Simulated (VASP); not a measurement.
Method: PW91 GGA, VASP's PBE PAW potentials (set 64) (plane waves; VASP).

A VASP calculation is set up with these files.

### KPOINTS
```
Regular mesh
0
Gamma
 18 18 18
0 0 0
```

POSCAR:
```
Pt
1
    0.0000000000     1.9894829163     1.9894829163
    1.9894829163     0.0000000000     1.9894829163
    1.9894829163     1.9894829163     0.0000000000
Pt
1
Direct
  0.0000000000   0.0000000000   0.0000000000
```

**INCAR**
```
SYSTEM = Pt
PREC = Accurate
ENCUT = 520
EDIFF = 1E-7
NELM = 100
ALGO = Normal
LREAL = .FALSE.
LASPH = .TRUE.
ISMEAR = -5
GGA = 91
LMAXMIX = 6
LWAVE = .FALSE.
LCHARG = .TRUE.
LORBIT = 11
NEDOS = 601
ISIF = 2
```

POTCAR, in this order: Pt (PBE.64 set). Program: vasp_std.

The run wrote:

File OUTCAR:
```
 ion  position               nearest neighbor table
   1  0.000  0.000  0.000-
  LATTYP: Found a face centered cubic cell.
 ALAT       =     3.9789658326
 Subroutine PRICEL returns:
 Original cell was already a primitive cell.
 Subroutine GETGRP returns: Found 48 space group operations
The static configuration has the point symmetry O_h .
The dynamic configuration has the point symmetry O_h .
 Subroutine INISYM returns: Found 48 space group operations
 Subroutine IBZKPT returns following result:
 Found    195 irreducible k-points:

 Following reciprocal coordinates:
            Coordinates               Weight
  0.000000  0.000000  0.000000      1.000000
  0.055556  0.000000  0.000000      8.000000
  0.111111  0.000000  0.000000      8.000000
  0.166667  0.000000  0.000000      8.000000
  0.222222  0.000000  0.000000      8.000000
  0.277778  0.000000  0.000000      8.000000
  0.333333  0.000000  0.000000      8.000000
  0.388889  0.000000  0.000000      8.000000
  0.444444  0.000000  0.000000      8.000000
  0.500000  0.000000  0.000000      4.000000
  0.055556  0.055556  0.000000      6.000000
  0.111111  0.055556  0.000000     24.000000
  0.166667  0.055556  0.000000     24.000000
  0.222222  0.055556  0.000000     24.000000
  0.277778  0.055556  0.000000     24.000000
  0.333333  0.055556  0.000000     24.000000
  0.388889  0.055556  0.000000     24.000000
  0.444444  0.055556  0.000000     24.000000
  0.500000  0.055556  0.000000     24.000000
 -0.444444  0.055556  0.000000     24.000000
 -0.388889  0.055556  0.000000     24.000000
 -0.333333  0.055556  0.000000     24.000000
 -0.277778  0.055556  0.000000     24.000000
 -0.222222  0.055556  0.000000     24.000000
 -0.166667  0.055556  0.000000     24.000000
...
```

File OSZICAR:
```
       N       E                     dE             d eps       ncg     rms          rms(c)
DAV:   1     0.367124508535E+02    0.36712E+02   -0.54378E+03  3655   0.102E+03
DAV:   2    -0.610285850573E+01   -0.42815E+02   -0.41593E+02  3663   0.185E+02
DAV:   3    -0.652507067431E+01   -0.42221E+00   -0.41794E+00  4149   0.189E+01
DAV:   4    -0.652653337479E+01   -0.14627E-02   -0.14635E-02  4047   0.116E+00
DAV:   5    -0.652654355335E+01   -0.10179E-04   -0.10179E-04  3973   0.871E-02    0.116E+01
DAV:   6    -0.613805432984E+01    0.38849E+00   -0.11067E+00  3584   0.938E+00    0.586E+00
DAV:   7    -0.610105766178E+01    0.36997E-01   -0.15172E-01  3744   0.333E+00    0.242E+00
DAV:   8    -0.609786250643E+01    0.31952E-02   -0.55320E-03  3801   0.739E-01    0.560E-01
DAV:   9    -0.609759313610E+01    0.26937E-03   -0.23829E-04  3737   0.154E-01    0.174E-02
DAV:  10    -0.609759251018E+01    0.62592E-06   -0.30471E-06  4041   0.146E-02    0.385E-03
DAV:  11    -0.609759244977E+01    0.60408E-07   -0.57598E-08  3086   0.249E-03
   1 F= -.60975924E+01 E0= -.60975924E+01  d E =0.000000E+00
```

**OUTCAR**
```
------------------------ aborting loop because EDIFF is reached ----------------------------------------
  FORCE on cell =-STRESS in cart. coord.  units (eV):
  Direction    XX          YY          ZZ          XY          YZ          ZX
  --------------------------------------------------------------------------------------
  Total        0.0140839      0.0140839      0.0140839      0.0000000     -0.0000000      0.0000000
  in kB        1.4327897      1.4327897      1.4327897      0.0000000     -0.0000000      0.0000000
  external PRESSURE =       1.4327897 kB  Pullay stress =       0.0000000 kB
  volume of cell :       15.75
      direct lattice vectors                 reciprocal lattice vectors
     0.000000000  1.989482916  1.989482916    -0.251321585  0.251321585  0.251321585
     1.989482916  0.000000000  1.989482916     0.251321585 -0.251321585  0.251321585
     1.989482916  1.989482916  0.000000000     0.251321585  0.251321585 -0.251321585
 POSITION                                       TOTAL-FORCE (eV/Angst)
 -----------------------------------------------------------------------------------
      0.00000      0.00000      0.00000         0.000000      0.000000      0.000000
 -----------------------------------------------------------------------------------
    total drift:                               -0.000000      0.000000     -0.000000
  FREE ENERGIE OF THE ION-ELECTRON SYSTEM (eV)
  ---------------------------------------------------
  free  energy   TOTEN  =        -6.0975924498 eV

  energy  without entropy=       -6.0975924498  energy(sigma->0) =       -6.09759245

 total charge

# of ion       s       p       d       tot
------------------------------------------
    1        0.619   0.555   8.029   9.204
```
(Selected blocks of OUTCAR.)

For a metal the tetrahedron method with Blöchl corrections gives inexact stress and forces.

The compound is Pt in the fcc structure. It was relaxed first.
